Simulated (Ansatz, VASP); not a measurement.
# Cross-check of Ge (Germanium) between VASP and Ansatz, part 2 of 2

Wanted: the spread between two codes on one cell, functional and k mesh. The cell is taken from a series of runs on this material, whose earlier steps may have relaxed, scaled, displaced or heated it; both programs get it as it stands.

VASP 6.6.1 and Ansatz 0.2.0.

So far: Starting point; VASP: relaxation of cell and atoms, r2SCAN, spin-orbit coupling, pair 1.

## Step 3: Ansatz: relaxation of cell and atoms, r2SCAN, spin-orbit coupling, pair 1

Level of this step: Ansatz beside VASP: Kohn-Sham DFT, plane waves, r2SCAN, spin-orbit coupling (Ansatz).

Ansatz runs on its PAW fully relativistic soft_1 files.

The same cell, functional and mesh now go to Ansatz, which takes its cutoff from its data sets.

input.yaml

```yaml
crystal:
  lattice:
    - [0.0, 2.8356555598, 2.8356555598]
    - [2.8356555598, 0.0, 2.8356555598]
    - [2.8356555598, 2.8356555598, 0.0]
  atoms:
    - { symbol: Ge, position: [0.5, 0.5, 0.5] }
    - { symbol: Ge, position: [0.75, 0.75, 0.75] }
kpoints:
  mp_grid: { grid: [8, 8, 8] }
hamiltonian:
  xc: r2scan
  pseudopotentials: { kind: paw_fr, azcp: { folder: soft_1 } }
scf:
  occupations: { method: fixed }
output:
  forces: true
  stress: true
  eigenvalues: true
magnetization:
  noncollinear: true
  spin_orbit: true
relax:
  adjacent_minimum: "off"
  f_tol: 0.001
  max_steps: 60
  cell: { stress_tol: 0.01 }
```

Run with:

```console
$ ansatz run input.yaml --threads 4 --pin off --max-ram 9216MiB --backend cpu --events-out ev --progress --plain --runs-dir out
```

Numbers of over 12 decimals in the logs are rounded to 6 here.

Log:

```text
Engine: ansatz 0.2.0, x86_64-unknown-linux-gnu
Pseudopotentials: kind: paw_fr
Pseudopotential: Ge, paw, valence charge 14, recommended cutoff 500 eV (meta_gga), soft_1/Ge.paw.azcp
Functional definition: r2SCAN
  parameter k0 = 0.174
  parameter k1 = 0.065
  parameter a1 = 4.9479
  exchange = r2scan_x(k0 = k0, k1 = k1, a1 = a1)
  correlation = r2scan_c
non-collinear run that drives no moment, with spin-orbit: no starting moment large enough to seed its density (crystal.atoms[].spin), no starting occupations that ask for one, no magnetisation constraint and no magnetic field, so the semilocal B_xc is pinned to zero
Crystal: 2 atoms, lattice volume = 45.603 Å³
Basis set: ecut = 500 eV, 1139 PW (Γ), exchange–correlation on 120×120×120 points (64 copies of the dense FFT grid, shifted against one another)
Bands: 36, of which v1, the nominal top of the filled ones, is band 28 counted from 1 (27 counted from 0)
Symmetry: 48 space group operations + 48 with time reversal
Magnetic group: BNS 227.129 (UNI 1631), of the structure as read, at distance tolerance 3.6e-5 Å
k-points: 29 of 512
Projection manifold: j_resolved (fully-relativistic pseudo-atomic orbitals)
Non-local potential: Ge, projectors of the file, resolved by j, l = 0: 2, l = 1: 4, l = 2: 6, l = 3: 2
PAW form: soft (Blöchl's): semilocal exchange-correlation on the pseudo side does not see the compensation charge
PAW frozen core: Ge, regenerated for the run's functional (the file was generated under x = pbe(κ = 0.804, μ = 0.219515), c = pbe(β = 0.066725))
PAW one-centre angular grid: Ge, 590 points (default); XC on 261 of its mesh's 2687 points in the sphere
Initial density: superposition of atomic densities (chi_scale 0.1, normalization cell)
Initial wavefunctions: pseudopotential atomic-orbital guess
Functional: x = r2scan, c = r2scan; τ floored in thin density (d = 2e-4 eV/Å³)
iter 1 solved again at ethr=1.71e-3 eV; its pass at ethr=3.10e-3 eV (dr2=4.80e-1 eV) is discarded
SCF iter   1: F=—  HF=-8600.286775 eV  |F-HF|=—  |Δ(HF+E_count)|=         —  Δρ=3.76e-2  dr2=4.83e-1  dr2_τ=1.14e-3  dr2_m=0.00e0 (ungated)  ethr=1.71e-3  |M|=0.00e0 ∫|m|=0.00e0 μB  |m|>n=0.0e0 m-floor=0.0e0 τ_xc=0.0e0  β_m=0.30  ⟨swp⟩=1.0  Hψ=2696  notcnv=0  defer=94
preconditioner: auto → none  [insulator: Δε(μ)=0.005 eV  Ē_g=24.328 eV  n_scr=14 (ndim 8)  ℏωp=29.1 eV  f_vac=0.000  ε∞_Penn≈2.4]
SCF iter   2: F=—  HF=-8600.307145 eV  |F-HF|=—  |Δ(HF+E_count)|=   2.04e-2  Δρ=2.65e-2  dr2=2.18e-1  dr2_τ=3.27e-4  dr2_m=0.00e0 (ungated)  ethr=1.71e-3  |M|=0.00e0 ∫|m|=0.00e0 μB  |m|>n=0.0e0 m-floor=0.0e0 τ_xc=0.0e0  β_m=0.61  ⟨swp⟩=2.0  Hψ=532  notcnv=0  defer=116
SCF iter   3: F=—  HF=-8600.357068 eV  |F-HF|=—  |Δ(HF+E_count)|=   4.99e-2  Δρ=2.74e-3  dr2=1.59e-3  dr2_τ=8.54e-6  dr2_m=0.00e0 (ungated)  ethr=7.77e-4  |M|=0.00e0 ∫|m|=0.00e0 μB  |m|>n=0.0e0 m-floor=0.0e0 τ_xc=0.0e0  β_m=0.57  ⟨swp⟩=2.2  Hψ=551  notcnv=0  defer=106
SCF iter   4: F=—  HF=-8600.356731 eV  |F-HF|=—  |Δ(HF+E_count)|=   3.37e-4  Δρ=5.75e-4  dr2=6.05e-5  dr2_τ=2.50e-7  dr2_m=0.00e0 (ungated)  ethr=5.67e-6  |M|=0.00e0 ∫|m|=0.00e0 μB  |m|>n=0.0e0 m-floor=0.0e0 τ_xc=0.0e0  β_m=0.61  ⟨swp⟩=2.9  Hψ=976  notcnv=0  defer=116
SCF iter   5: F=—  HF=-8600.356763 eV  |F-HF|=—  |Δ(HF+E_count)|=   3.24e-5  Δρ=1.90e-4  dr2=6.12e-6  dr2_τ=3.45e-8  dr2_m=0.00e0 (ungated)  ethr=2.16e-7  |M|=0.00e0 ∫|m|=0.00e0 μB  |m|>n=0.0e0 m-floor=0.0e0 τ_xc=0.0e0  β_m=0.78  ⟨swp⟩=2.1  Hψ=832  notcnv=0  defer=116
SCF iter   6: F=-8600.356767 eV  HF=-8600.356767 eV  |F-HF|=6.39e-9  |Δ(HF+E_count)|=   3.90e-6  Δρ=6.56e-6  dr2=1.03e-8  dr2_τ=4.28e-11  dr2_m=0.00e0 (ungated)  ethr=3.57e-10  |M|=0.00e0 ∫|m|=0.00e0 μB  |m|>n=0.0e0 m-floor=0.0e0 τ_xc=0.0e0  ⟨swp⟩=10.1  Hψ=3008  notcnv=0
SCF 1 converged in 6 iterations: F = -8600.356767 eV  dr2 = 1.03e-8
  greatest PAW one-centre occupation: 0.997 electrons in one spin orbital (limit 2), on the Ge atom at site 1 (counted from 0), in its partial waves of l = 2
relax step   1: F+E_penalty+E_count = -8600.35676705 eV  Δ(F+E_penalty+E_count) = +0.000e0 eV  max|allowed force component| = 4.626e-18 eV/Å  Δτ_max = 0.0000 Å  P = +0.002 GPa  Ω = 45.603 Å³  (6 SCF iters, dr2 threshold 1.00e-7 eV, accepted)
Projection manifold: j_resolved (fully-relativistic pseudo-atomic orbitals)
Initial density: handed on by an earlier stage of this run
Initial wavefunctions: pseudopotential atomic-orbital guess (no wavefunctions were taken with the density)
iter 1 solved again at ethr=8.91e-8 eV; its pass at ethr=3.10e-3 eV (dr2=2.49e-5 eV) is discarded
SCF iter   1: F=—  HF=-8600.356767 eV  |F-HF|=—  |Δ(HF+E_count)|=         —  Δρ=6.52e-6  dr2=9.93e-9  dr2_τ=4.17e-11  dr2_m=0.00e0 (ungated)  ethr=8.91e-8  |M|=0.00e0 ∫|m|=0.00e0 μB  |m|>n=0.0e0 m-floor=0.0e0 τ_xc=0.0e0  β_m=0.30  ⟨swp⟩=3.0  Hψ=3240  notcnv=0  defer=116
preconditioner: auto → none  [insulator: Δε(μ)=0.281 eV  Ē_g=24.279 eV  n_scr=14 (ndim 8)  ℏωp=29.1 eV  f_vac=0.074  ε∞_Penn≈2.4]
SCF iter   2: F=—  HF=-8600.356767 eV  |F-HF|=—  |Δ(HF+E_count)|=   3.12e-7  Δρ=3.86e-6  dr2=2.97e-9  dr2_τ=1.84e-11  dr2_m=0.00e0 (ungated)  ethr=3.55e-11  |M|=0.00e0 ∫|m|=0.00e0 μB  |m|>n=0.0e0 m-floor=0.0e0 τ_xc=0.0e0  β_m=0.44  ⟨swp⟩=2.6  Hψ=908  notcnv=0  defer=110
SCF iter   3: F=—  HF=-8600.356767 eV  |F-HF|=—  |Δ(HF+E_count)|=   1.98e-9  Δρ=1.24e-6  dr2=1.91e-10  dr2_τ=2.31e-12  dr2_m=0.00e0 (ungated)  ethr=1.06e-11  |M|=0.00e0 ∫|m|=0.00e0 μB  |m|>n=0.0e0 m-floor=0.0e0 τ_xc=0.0e0  β_m=0.72  ⟨swp⟩=2.0  Hψ=881  notcnv=0  defer=110
SCF iter   4: F=—  HF=-8600.356767 eV  |F-HF|=—  |Δ(HF+E_count)|=  6.00e-10  Δρ=2.70e-7  dr2=2.13e-11  dr2_τ=1.83e-13  dr2_m=0.00e0 (ungated)  ethr=6.83e-13 (applied; sched 1.00e-12)  |M|=0.00e0 ∫|m|=0.00e0 μB  |m|>n=0.0e0 m-floor=0.0e0 τ_xc=0.0e0  β_m=0.63  ⟨swp⟩=2.0  Hψ=881  notcnv=0  defer=110
SCF iter   5: F=—  HF=-8600.356767 eV  |F-HF|=—  |Δ(HF+E_count)|=  2.00e-11  Δρ=8.16e-8  dr2=1.57e-12  dr2_τ=3.41e-15  dr2_m=0.00e0 (ungated)  ethr=7.60e-14 (applied; sched 1.00e-12)  |M|=0.00e0 ∫|m|=0.00e0 μB  |m|>n=0.0e0 m-floor=0.0e0 τ_xc=0.0e0  β_m=0.82  ⟨swp⟩=2.0  Hψ=881  notcnv=0  defer=110
SCF iter   6: F=-8600.356767 eV  HF=-8600.356767 eV  |F-HF|=0.00e0  |Δ(HF+E_count)|=  1.82e-12  Δρ=7.38e-9  dr2=1.22e-14  dr2_τ=1.79e-17  dr2_m=0.00e0 (ungated)  ethr=1.00e-12  |M|=0.00e0 ∫|m|=0.00e0 μB  |m|>n=0.0e0 m-floor=0.0e0 τ_xc=0.0e0  ⟨swp⟩=11.0  Hψ=2782  notcnv=0
SCF 2 converged in 6 iterations: F = -8600.356767 eV  dr2 = 1.22e-14
  greatest PAW one-centre occupation: 0.997 electrons in one spin orbital (limit 2), on the Ge atom at site 0 (counted from 0), in its partial waves of l = 2
relax step   2: F+E_penalty+E_count = -8600.35676706 eV  Δ(F+E_penalty+E_count) = -7.847e-9 eV  max|allowed force component| = 1.156e-18 eV/Å  Δτ_max = 0.0000 Å  P = +0.002 GPa  Ω = 45.603 Å³  stress off target by 1.87e-3 GPa  SCF on the basis re-selected at this cell (its energy is not comparable with the rows above)  (6 SCF iters)
basis re-selected at this cell: Δ(F+E_penalty+E_count) = -7.847e-9 eV, ΔP = +0.000 GPa vs the last step (what re-selecting the basis moved, of the pressure what is left beyond the Pulay correction that the steps carried, after the strain that the cell walked since its last selection, with what the two solves' SCF thresholds leave and, on support functions, any second-order correction that the steps lacked; it is no m [...]
SCF converged after 6 iterations
Magnetization: |M| = 0.0000 μB,  M = (+0.0000, +0.0000, +0.0000) μB
Absolute magnetization: 0.0000 μB (∫|m|)
  site 0: m = (+0.0000, +0.0000, +0.0000) μB, |m| = 0.0000 μB  (R = 1.01 Å)
  site 1: m = (+0.0000, +0.0000, +0.0000) μB, |m| = 0.0000 μB  (R = 1.01 Å)
Free energy (F): -8600.356767 eV
Harris-Foulkes:  -8600.356767 eV  (|F-HF|=0.00e0)
Internal energy: -8600.356767 eV  (E = F + TS)
E sigma→0 (E₀):  -8600.356767 eV
Fermi energy:    8.346017 eV
--- Per-component energies (eV) ---
  E_band       = -321.121195
  E_kinetic    = 184.902854
  E_local      = -4512.904098  (includes V_loc(G=0)·N_el)
  E_nonlocal   = 437.197034
  E_hartree    = 2152.800244
  E_xc         = -131.719394
  E_vxc        = -136.626405  (∫ρ·V_xc dr)
  E_paw        = -4047.751109  (= ΣΔE_a)
  E_vpaw       = -606.445539  (= ΣTr[D̂ρ^β])
  E_aug_tail   = -0.000008  (compensation charges beyond the density's cutoff)
  E_vtau       = 7.154484  (kinetic-family band-sum trace: ∫τ·v_τ [+ j·A + Jᵃ·Aᵃ] dr)
  E_ewald      = -2680.742455
  E_core_change = -2.139835  (= ΣΔE_core)
  E_smearing   = -0.000000  (= −TS)
  E_closure    = 0.000000  (closes the sum)
  Σ components = -8600.356767   (vs F -8600.356767, Δ=0.00e0)
--- Forces (eV/Å), atoms counted from 1 ---
  atom   1  Ge     0.00000000    -0.00000000     0.00000000
  atom   2  Ge     0.00000000    -0.00000000     0.00000000
  max |Σ_I F_I| component: 3.70e-17 eV/Å
--- Stress (GPa, compression-positive) ---
        0.001873      -0.000000      -0.000000
       -0.000000       0.001873      -0.000000
        0.000000      -0.000000       0.001873
  P = ⅓ Tr σ = 0.0019 GPa (0.019 kbar)
--- Band table (eV; the first three rows and the last of 29) ---
  k-point 0: bands = [... 24 lower, 8.3460, 8.3460, 8.3460, 8.3460, 8.6274, 8.6274, 10.8361, 10.8361, ... 4 higher]
  k-point 1: bands = [... 24 lower, 7.8090, 7.8090, 7.9951, 7.9951, 9.5471, 9.5471, 11.3730, 11.3730, ... 4 higher]
  k-point 2: bands = [... 24 lower, 7.2376, 7.2376, 7.4202, 7.4202, 9.1836, 9.1836, 12.0461, 12.0461, ... 4 higher]
  k-point 28: bands = [... 24 lower, 4.1961, 4.1961, 4.2702, 4.2702, 12.8525, 12.8525, 12.9854, 12.9854, ... 4 higher]
--- Relaxed structure (1 steps of the walk, 1 accepted, 1 SCFs on fresh bases) ---
  F+E_penalty+E_count = -8600.35676706 eV   max|allowed force component| = 1.156e-18 eV/Å   (the final SCF, on the basis selected at the relaxed cell)
  cell:  # Å, volume = 45.6027 Å³
    - [0.0, 2.8356555598, 2.8356555598]
    - [2.8356555598, 0.0, 2.8356555598]
    - [2.8356555598, 2.8356555598, 0.0]
  atoms:
    - { symbol: Ge, position: [0.500000, 0.500000, 0.500000] }
    - { symbol: Ge, position: [0.75, 0.75, 0.75] }
```

The column dr2 measures how far the density is from self-consistency, as an energy; F and HF (Harris–Foulkes) agree once it is small.

## Step 4: Comparison

Known differences besides the potentials themselves: spin-orbit coupling enters by fully relativistic files in Ansatz and inside the spheres in VASP; VASP keeps PBE cores, Ansatz makes them for the functional; fixed occupations in Ansatz, narrow Gaussian smearing in VASP; the cutoff is 500 eV in Ansatz and 550 eV in VASP; Ansatz adds a Pulay correction to the stress that steers its cell, VASP none. Total energies have different zeros and are not compared.

The two programs side by side:

| quantity | Ansatz | VASP | difference |
| --- | --- | --- | --- |
| volume (Å³) | 45.60 | 45.71 | -0.23 % |
| edge a after relaxation, in the typed setting (Å) | 4.010 | 4.013 | -0.08 % |

## Step 5: Ansatz: relaxation of cell and atoms, r2SCAN, spin-orbit coupling, pair 2

The relaxed volume is the usual yardstick between codes: in a stiff, nearly cubic crystal its relative difference is about their pressure difference at one cell divided by the bulk modulus.

The cell is taken from a series of runs on this material, whose earlier steps may have relaxed, scaled, displaced or heated it; both programs get it as it stands.

input.yaml, the sections that differ from step 3:

```yaml
crystal:
  lattice:
    - [0.0, 2.82891, 2.82891]
    - [2.82891, 0.0, 2.82891]
    - [2.82891, 2.82891, 0.0]
  atoms:
    - { symbol: Ge, position: [0.5, 0.5, 0.5] }
    - { symbol: Ge, position: [0.75, 0.75, 0.75] }
scf:
  occupations: { method: gaussian, width: 0.02 }
relax:
  adjacent_minimum: "off"
  f_tol: 0.005
  max_steps: 80
  cell: { stress_tol: 0.05 }
# kpoints, hamiltonian, output, magnetization: as in step 3
```

Log:

```text
[...]
Crystal: 2 atoms, lattice volume = 45.278 Å³
Basis set: ecut = 500 eV, 1139 PW (Γ), exchange–correlation on 120×120×120 points (64 copies of the dense FFT grid, shifted against one another)
Bands: 36, of which v1, the nominal top of the filled ones, is band 28 counted from 1 (27 counted from 0)
[...]
k-point 28: bands = [... 24 lower, 4.1961, 4.1961, 4.2702, 4.2702, 12.8525, 12.8525, 12.9854, 12.9854, ... 4 higher]
--- Relaxed structure (3 steps of the walk, 3 accepted, 1 SCFs on fresh bases) ---
[...]
cell:  # Å, volume = 45.6027 Å³
    - [0, 2.835656, 2.835656]
    - [2.835656, 0, 2.835656]
    - [2.835656, 2.835656, 0]
  atoms:
    - { symbol: Ge, position: [0.5, 0.5, 0.5] }
    - { symbol: Ge, position: [0.75, 0.75, 0.75] }
[key lines of the parts left out:]
SCF converged after 4 iterations
Magnetization: |M| = 0.0000 μB,  M = (+0.0000, +0.0000, +0.0000) μB
Free energy (F): -8600.356767 eV
Fermi energy:    8.487196 eV
P = ⅓ Tr σ = 0.0019 GPa (0.019 kbar)
```

## Step 6: VASP: relaxation of cell and atoms, r2SCAN, spin-orbit coupling, pair 2

The same cell, functional, mesh and smearing now go to VASP, with its own data sets.

INCAR

```
SYSTEM = Ge
PREC = Accurate
ENCUT = 550
EDIFF = 1E-07
NELM = 200
ISMEAR = 0
SIGMA = 0.02
LREAL = .FALSE.
ALGO = Normal
METAGGA = R2SCAN
LASPH = .TRUE.
LNONCOLLINEAR = .TRUE.
MAGMOM = 0 0 0 0 0 0
NBANDS = 40
GGA_COMPAT = .FALSE.
LSORBIT = .TRUE.
LORBIT = 11
LWAVE = .FALSE.
LCHARG = .FALSE.
ISIF = 3
IBRION = 2
NSW = 80
EDIFFG = -0.005
NELMIN = 4
EFERMI = MIDGAP
LMIXTAU = .TRUE.
KPAR = 2
```

POSCAR

```
Ge
1.0
    0.0000000000      2.8289100000      2.8289100000
    2.8289100000      0.0000000000      2.8289100000
    2.8289100000      2.8289100000      0.0000000000
Ge
2
Direct
    0.5000000000      0.5000000000      0.5000000000
    0.7500000000      0.7500000000      0.7500000000
```

KPOINTS

```
Automatic mesh
0
Gamma
8 8 8
0 0 0
```

Potentials, in the order of the species: Ge_d (PBE family, release 64).

Run with:

```console
$ mpirun -np 2 vasp_ncl
```

Log:

```text
[banner, memory and clock lines left out]
running    2 mpi-ranks, on    1 nodes
[...]
[... a notice as in an earlier step ...]

 LDA part: xc-table for (None), standard interpolation
 POSCAR, INCAR and KPOINTS ok, starting setup
[...]
entering main loop
       N       E                     dE             d eps       ncg     rms          rms(c)
DAV:   1     0.255593175045E+03    0.25559E+03   -0.14292E+04  2880   0.409E+03
DAV:   2     0.214724836339E+02   -0.23412E+03   -0.22361E+03  2320   0.913E+02
DAV:   3    -0.272125499801E+02   -0.48685E+02   -0.48051E+02  2616   0.213E+02
DAV:   4    -0.303727997349E+02   -0.31602E+01   -0.31552E+01  2688   0.627E+01
[...]
DAV:  17    -0.277528135096E+02   -0.39936E-05   -0.83360E-07  1944   0.776E-03    0.343E-04
DAV:  18    -0.277528133536E+02    0.15605E-06   -0.27749E-08  1896   0.190E-03    0.340E-04
DAV:  19    -0.277528133176E+02    0.35926E-07   -0.46408E-08  1768   0.209E-03
[...]
trial-energy change:   -0.000664  1 .order   -0.000759   -0.003000    0.001482
 step:   0.6401(harm=  0.6694)  dis= 0.00000  next Energy=   -27.753749 (dE=-0.935E-03)
[...]
N       E                     dE             d eps       ncg     rms          rms(c)
DAV:   1    -0.277620471967E+02   -0.85697E-02   -0.10537E-01  3256   0.654E+00    0.540E-01
DAV:   2    -0.277559639233E+02    0.60833E-02   -0.72271E-03  3032   0.174E+00    0.277E-01
DAV:   3    -0.277538385807E+02    0.21253E-02   -0.32801E-03  3064   0.103E+00    0.646E-02
DAV:   4    -0.277537084818E+02    0.13010E-03   -0.29629E-04  2792   0.312E-01    0.294E-02
DAV:   5    -0.277536525552E+02    0.55927E-04   -0.90458E-05  2336   0.117E-01    0.124E-02
DAV:   6    -0.277537543078E+02   -0.10175E-03   -0.35022E-05  2336   0.618E-02    0.623E-03
DAV:   7    -0.277537531522E+02    0.11556E-05   -0.11403E-06  2632   0.885E-03    0.246E-03
DAV:   8    -0.277537518543E+02    0.12979E-05   -0.37636E-07  1928   0.815E-03    0.186E-04
DAV:   9    -0.277537519095E+02   -0.55191E-07   -0.26805E-08  1768   0.161E-03
   3 F= -.27753752E+02 E0= -.27753752E+02  d E =-.938592E-03  mag=     0.0000    -0.0000     0.0000
[...]
reached required accuracy - stopping structural energy minimisation
```

OUTCAR, selected parts (step 6):

```text
  Total        0.0021327      0.0021327      0.0021327      0.0000000      0.0000000      0.0000000
  in kB        0.0747594      0.0747594      0.0747594      0.0000000      0.0000000      0.0000000
  external PRESSURE =       0.0747594 kB  Pullay stress =       0.0000000 kB

 POSITION                                       TOTAL-FORCE (eV/Angst)
 -----------------------------------------------------------------------------------
      2.83780      2.83780      2.83780        -0.000000     -0.000000      0.000000
      4.25671      4.25671      4.25671         0.000000      0.000000      0.000000
 -----------------------------------------------------------------------------------
    total drift:                               -0.000000     -0.000000     -0.000000

  FREE ENERGIE OF THE ION-ELECTRON SYSTEM (eV)
  ---------------------------------------------------
  free  energy   TOTEN  =       -27.7537519095 eV

  energy  without entropy=      -27.7537519095  energy(sigma->0) =      -27.75375191

 magnetization (x)
# of ion       s       p       d       tot
------------------------------------------
    1       -0.000   0.000  -0.000  -0.000
    2        0.000  -0.000  -0.000  -0.000
--------------------------------------------------
tot         -0.000  -0.000  -0.000  -0.000

 magnetization (y)
# of ion       s       p       d       tot
------------------------------------------
    1        0.000   0.000  -0.000   0.000
    2        0.000   0.000  -0.000   0.000
--------------------------------------------------
tot          0.000   0.000  -0.000   0.000

 magnetization (z)
# of ion       s       p       d       tot
------------------------------------------
    1       -0.000   0.000  -0.000   0.000
    2       -0.000   0.000  -0.000   0.000
--------------------------------------------------
tot         -0.000   0.000  -0.000   0.000

[... 2 parts as in an earlier step ...]

[... 2 further parts left out ...]
[key lines of the parts left out:]
E-fermi :   4.9149
```

## Step 7: Differences

Compared:

| quantity | Ansatz | VASP | difference |
| --- | --- | --- | --- |
| volume (Å³) | 45.60 | 45.71 | -0.23 % |
| edge a after relaxation, in the typed setting (Å) | 4.010 | 4.013 | -0.08 % |

## Step 8: Results

| Property | Result |
| --- | --- |
| difference in volume (relaxation of cell and atoms, r2SCAN, spin-orbit coupling, pair 1) | -0.23 % |
| difference in volume (relaxation of cell and atoms, r2SCAN, spin-orbit coupling, pair 2) | -0.23 % |

**Reading.** The difference in volume is -0.23 % (relaxation of cell and atoms, r2SCAN, spin-orbit coupling, pair 2), within the 1.2 % picked in this series as the mark of a large difference, as far as the stopping tolerances let one tell. How closely two codes agree says nothing of how well the functional describes the real material.

[Lines on the potential files, build, host, timing and source positions are cut from VASP's logs without a mark.]

[Logs are printed without paths, hosts, clocks, repeated set-up lines and the standing remarks that a program may print on its own settings, such as how far it seeks lower states.]

[Hosts, paths, dates, database ids (printed as entryN), source tags and the programs' standing remarks are cut or masked in the printed files.]
